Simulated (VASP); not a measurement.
## GeMo3 (relaxed from the D03 structure, space group Fm-3m): computed properties

These are PBEsol GGA, VASP's PBE PAW potentials (set 64) (plane waves; VASP 6.6.1) values and carry that method's errors.

For GeMo3, the space group is Fm-3m (225) and the cell is a = b = c = 6.2052 Å, α = β = γ = 90.00°. The volume per atom is 14.93 Å³/atom. The band gap (over mesh and band path) comes out as none (metal, semimetal or under 0.01 eV) and the band gap with spin-orbit coupling is none (metallic). The density comes out as 10.02 g/cm³.

```
Mo3Ge
1.0
    0.00000     3.10259     3.10259
    3.10259     0.00000     3.10259
    3.10259     3.10259     0.00000
Ge Mo
1 3
Cartesian
  0.00000   0.00000   0.00000
  3.10259   3.10259   3.10259
  1.55130   1.55130   1.55130
  4.65389   4.65389   4.65389
```

The structure was generated: GeMo3 was put into the D03 type (Fm-3m), which need not be its known phase. It was relaxed first, which changed the volume by -21 %. Symmetry was kept, so distortions that lower it aren't found.
